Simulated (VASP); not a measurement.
Level of theory: PBEsol GGA, VASP's PBE PAW potentials (set 64) (plane waves; VASP).

A VASP calculation is set up with these files.

### POSCAR
```
BaSr3O4
5.2550
  1.0000000000   0.0000000000   0.0000000000
  0.0000000000   1.0000000000   0.0000000000
  0.0000000000   0.0000000000   1.0000000000
Sr O Ba
3 4 1
Cartesian
  0.0000000000   0.0000000000   0.0000000000
  0.5000000000   0.5000000000   0.0000000000
  0.5000000000   0.0000000000   0.5000000000
  0.5000000000   0.5000000000   0.5000000000
  0.0000000000   0.0000000000   0.5000000000
  0.0000000000   0.5000000000   0.0000000000
  0.5000000000   0.0000000000   0.0000000000
  0.0000000000   0.5000000000   0.5000000000
```

**KPOINTS**
```
kpoints
0
Gamma
5 5 5
0 0 0
```

**INCAR**
```
ALGO  =  Normal
EDIFF  =  1E-7
ENCUT  =  520
GGA  =  PS
ISIF  =  2
ISMEAR  =  -5
LASPH  =  T
LCHARG  =  T
LEFG  =  T
LMAXMIX  =  4
LORBIT  =  11
LREAL  =  F
LWAVE  =  F
NEDOS  =  601
NELM  =  100
PREC  =  Accurate
SYSTEM  =  BaSr3O4
```

POTCAR, in this order: Sr_sv O Ba_sv (PBE.64 set). Program: vasp_std.

The run wrote:

OUTCAR:
```
 ion  position               nearest neighbor table
   1  0.000  0.000  0.000-   5 2.63   6 2.63   7 2.63   5 2.63   6 2.63   7 2.63   3 3.72   3 3.72
                             8 3.72   2 3.72   2 3.72   8 3.72   8 3.72   2 3.72   3 3.72   8 3.72
   2  0.500  0.500  0.000-   4 2.63   6 2.63   7 2.63   4 2.63   7 2.63   6 2.63   3 3.72   3 3.72
                             8 3.72   1 3.72   3 3.72   1 3.72   3 3.72   1 3.72   8 3.72   8 3.72
   3  0.500  0.000  0.500-   4 2.63   5 2.63   7 2.63   7 2.63   4 2.63   5 2.63   1 3.72   2 3.72
                             2 3.72   2 3.72   1 3.72   8 3.72   2 3.72   1 3.72   8 3.72   8 3.72
   4  0.500  0.500  0.500-   2 2.63   3 2.63   8 2.63   2 2.63   3 2.63   8 2.63
   5  0.000  0.000  0.500-   1 2.63   3 2.63   8 2.63   1 2.63   8 2.63   3 2.63
   6  0.000  0.500  0.000-   1 2.63   2 2.63   8 2.63   8 2.63   1 2.63   2 2.63
   7  0.500  0.000  0.000-   1 2.63   2 2.63   3 2.63   3 2.63   2 2.63   1 2.63
   8  0.000  0.500  0.500-   4 2.63   5 2.63   6 2.63   6 2.63   5 2.63   4 2.63   1 3.72   2 3.72
                             1 3.72   1 3.72   3 3.72   2 3.72   1 3.72   2 3.72   3 3.72   3 3.72
  LATTYP: Found a simple cubic cell.
 ALAT       =     5.2550000000
 Subroutine PRICEL returns:
 Original cell was already a primitive cell.
 Subroutine GETGRP returns: Found 48 space group operations
The static configuration has the point symmetry D_4h.
 The point group associated with its full space group is O_h .
The dynamic configuration has the point symmetry D_4h.
 Subroutine INISYM returns: Found 48 space group operations
 Subroutine IBZKPT returns following result:
 Found     10 irreducible k-points:

 Following reciprocal coordinates:
            Coordinates               Weight
  0.000000  0.000000  0.000000      1.000000
  0.200000  0.000000  0.000000      6.000000
  0.400000  0.000000  0.000000      6.000000
  0.200000  0.200000  0.000000     12.000000
  0.400000  0.200000  0.000000     24.000000
  0.400000  0.400000  0.000000     12.000000
  0.200000  0.200000  0.200000      8.000000
  0.400000  0.200000  0.200000     24.000000
  0.400000  0.400000  0.200000     24.000000
  0.400000  0.400000  0.400000      8.000000
   k-points           NKPTS =     10   k-points in BZ     NKDIM =     10   number of bands    NBANDS=     38
   number of dos      NEDOS =    601   number of ions     NIONS =      8
   total plane-waves  NPLWV =  64000
   dimension x,y,z NGX =    40 NGY =   40 NGZ =   40
   dimension x,y,z NGXF=    80 NGYF=   80 NGZF=   80
   ions per type =               3   4   1
   PREC   = accura    normal or accurate (medium, high low for compatibility)
   ISTART =      0    job   : 0-new  1-cont  2-samecut
   ICHARG =      2    charge: 1-file 2-atom 10-const
   ISPIN  =      1    spin polarized calculation?
   LNONCOLLINEAR =      F non collinear calculations
   LSORBIT =      F    spin-orbit coupling
   INIWAV =      1    electr: 0-lowe 1-rand  2-diag
   ENCUT  =  520.0 eV  38.22 Ry    6.18 a.u.   9.77  9.77  9.77*2*pi/ulx,y,z
   NELM   =    100;   NELMIN=  2; NELMDL= -5     # of ELM steps
   EDIFF  = 0.1E-06   stopping-criterion for ELM
   LREAL  =      F    real-space projection
   NLSPLINE    = F    spline interpolate recip. space projectors
   LMAXMIX     =    4 max onsite mixed and CHGCAR
   VOSKOWN=      0    Vosko Wilk Nusair interpolation
   EDIFFG = 0.1E-05   stopping-criterion for IOM
   NSW    =      0    number of steps for IOM
   NBLOCK =      1;   KBLOCK =      1    inner block; outer block
   IBRION =     -1    ionic relax: 0-MD 1-quasi-New 2-CG
   NFREE  =      0    steps in history (QN), initial steepest desc. (CG)
   ISIF   =      2    stress and relaxation
   ISYM   =      2    0-nonsym 1-usesym 2-fastsym
   TEIN   =    0.0    initial temperature
   TEBEG  =    0.0;   TEEND  =   0.0 temperature during run
   SMASS  =  -3.00    Nose mass-parameter (am)
   PSTRESS=    0.0 pullay stress
   NELECT =      64.0000    total number of electrons
   EFERMI =   0.00;   METHOD = LEGACY
   ISMEAR =    -5;   SIGMA  =   0.20  broadening in eV -4-tet -1-fermi 0-gaus
   IALGO  =     38    algorithm
   LDIAG  =      T    sub-space diagonalisation (order eigenvalues)
   IMIX   =      4    mixing-type and parameters
     AMIX     =   0.40;   BMIX     =  1.00
...
```

**OSZICAR**
```
       N       E                     dE             d eps       ncg     rms          rms(c)
DAV:   1     0.445510515113E+03    0.44551E+03   -0.33700E+04   760   0.161E+03
DAV:   2    -0.267484322916E+02   -0.47226E+03   -0.45969E+03  1048   0.344E+02
DAV:   3    -0.570082025472E+02   -0.30260E+02   -0.30054E+02   960   0.866E+01
DAV:   4    -0.583548010794E+02   -0.13466E+01   -0.13445E+01  1186   0.149E+01
DAV:   5    -0.583795895805E+02   -0.24789E-01   -0.24784E-01   974   0.184E+00    0.284E+01
DAV:   6    -0.503549836024E+02    0.80246E+01   -0.57590E+01   834   0.302E+01    0.363E+01
DAV:   7    -0.501370330430E+02    0.21795E+00   -0.50251E+00   910   0.104E+01    0.213E+01
DAV:   8    -0.499719087178E+02    0.16512E+00   -0.12780E+00   876   0.574E+00    0.472E+00
DAV:   9    -0.499423620889E+02    0.29547E-01   -0.20067E-01  1056   0.235E+00    0.827E-01
DAV:  10    -0.499457349870E+02   -0.33729E-02   -0.24610E-02   998   0.650E-01    0.312E-01
DAV:  11    -0.499464725954E+02   -0.73761E-03   -0.17084E-03  1004   0.207E-01    0.124E-01
DAV:  12    -0.499464587371E+02    0.13858E-04   -0.61127E-04  1008   0.141E-01    0.533E-02
DAV:  13    -0.499464635324E+02   -0.47953E-05   -0.62131E-05   962   0.392E-02    0.329E-02
DAV:  14    -0.499464631036E+02    0.42872E-06   -0.14114E-05   932   0.197E-02    0.981E-03
DAV:  15    -0.499464635248E+02   -0.42112E-06   -0.58841E-06  1062   0.115E-02    0.393E-03
DAV:  16    -0.499464631672E+02    0.35759E-06   -0.77549E-07   916   0.456E-03    0.134E-03
DAV:  17    -0.499464631993E+02   -0.32105E-07   -0.95990E-08   572   0.160E-03
   1 F= -.49946463E+02 E0= -.49946463E+02  d E =0.000000E+00
```

### OUTCAR
```
------------------------ aborting loop because EDIFF is reached ----------------------------------------
  FORCE on cell =-STRESS in cart. coord.  units (eV):
  Direction    XX          YY          ZZ          XY          YZ          ZX
  --------------------------------------------------------------------------------------
  Total       -0.0548503     -0.0548503     -0.0548503      0.0000000      0.0000000     -0.0000000
  in kB       -0.6055801     -0.6055801     -0.6055801      0.0000000      0.0000000     -0.0000000
  external PRESSURE =      -0.6055801 kB  Pullay stress =       0.0000000 kB
  volume of cell :      145.12
      direct lattice vectors                 reciprocal lattice vectors
     5.255000000  0.000000000  0.000000000     0.190294957  0.000000000  0.000000000
     0.000000000  5.255000000  0.000000000     0.000000000  0.190294957  0.000000000
     0.000000000  0.000000000  5.255000000     0.000000000  0.000000000  0.190294957
 POSITION                                       TOTAL-FORCE (eV/Angst)
 -----------------------------------------------------------------------------------
      0.00000      0.00000      0.00000         0.000000      0.000000      0.000000
      2.62750      2.62750      0.00000         0.000000      0.000000      0.000000
      2.62750      0.00000      2.62750         0.000000      0.000000      0.000000
      2.62750      2.62750      2.62750         0.000000      0.000000      0.000000
      0.00000      0.00000      2.62750         0.000000      0.000000      0.000000
      0.00000      2.62750      0.00000         0.000000      0.000000      0.000000
      2.62750      0.00000      0.00000         0.000000      0.000000      0.000000
      0.00000      2.62750      2.62750         0.000000      0.000000      0.000000
 -----------------------------------------------------------------------------------
    total drift:                                0.000000      0.000000     -0.000000
  FREE ENERGIE OF THE ION-ELECTRON SYSTEM (eV)
  ---------------------------------------------------
  free  energy   TOTEN  =       -49.9464631993 eV

  energy  without entropy=      -49.9464631993  energy(sigma->0) =      -49.94646320

 total charge

# of ion       s       p       d       tot
------------------------------------------
    1        2.012   5.769   0.235   8.016
    2        2.012   5.769   0.235   8.016
    3        2.012   5.769   0.235   8.016
    4        1.552   3.391   0.000   4.943
    5        1.552   3.391   0.000   4.943
    6        1.552   3.391   0.000   4.943
    7        1.547   3.376   0.000   4.923
    8        2.026   5.627   0.441   8.094
--------------------------------------------------
tot         14.265  36.485   1.144  51.894
```
(Selected blocks of OUTCAR.)

File OUTCAR:
```
 val. band max:        2.0332589144   @ k =   0.0000   0.0000   0.0000

 cond. band min:       4.3241774557   @ k =   0.0000   0.0000   0.0000


 Fermi energy:         2.0409821267

 k-point     1 :       0.0000    0.0000    0.0000
  band No.  band energies     occupation
      1     -31.1301      2.00000
      2     -31.0260      2.00000
      3     -31.0260      2.00000
      4     -22.9599      2.00000
      5     -13.5735      2.00000
      6     -13.5679      2.00000
      7     -13.5679      2.00000
      8     -13.5679      2.00000
      9     -13.4700      2.00000
     10     -13.4700      2.00000
     11     -13.3205      2.00000
     12     -13.1866      2.00000
     13     -13.1866      2.00000
     14     -13.1866      2.00000
     15     -12.9827      2.00000
     16     -12.9827      2.00000
     17     -12.9827      2.00000
     18      -8.5485      2.00000
     19      -8.5485      2.00000
     20      -8.5485      2.00000
     21       0.9587      2.00000
     22       0.9587      2.00000
     23       0.9587      2.00000
     24       1.2521      2.00000
     25       1.2521      2.00000
     26       1.2521      2.00000
     27       1.3293      2.00000
     28       1.3293      2.00000
     29       1.3293      2.00000
     30       2.0333      2.00000
     31       2.0333      2.00000
     32       2.0333      2.00000
     33       4.3242      0.00000
     34       4.3242      0.00000
     35       4.3242      0.00000
     36       5.0616      0.00000
     37       7.2629      0.00000
     38       7.2629      0.00000

 k-point     2 :       0.2000    0.0000    0.0000
  band No.  band energies     occupation
      1     -31.1210      2.00000
      2     -31.0343      2.00000
      3     -31.0256      2.00000
      4     -22.9570      2.00000
      5     -14.0276      2.00000
      6     -13.8830      2.00000
      7     -13.8452      2.00000
      8     -13.5335      2.00000
      9     -13.5335      2.00000
     10     -13.5209      2.00000
...
```

Unless said otherwise, spin-orbit coupling is left out, though it shifts the bands of the heavy elements here.

The structure was generated: BaSr3O4 was put into an ordered model structure (Pm-3m), which need not be its known phase. The cell was not relaxed at this level.
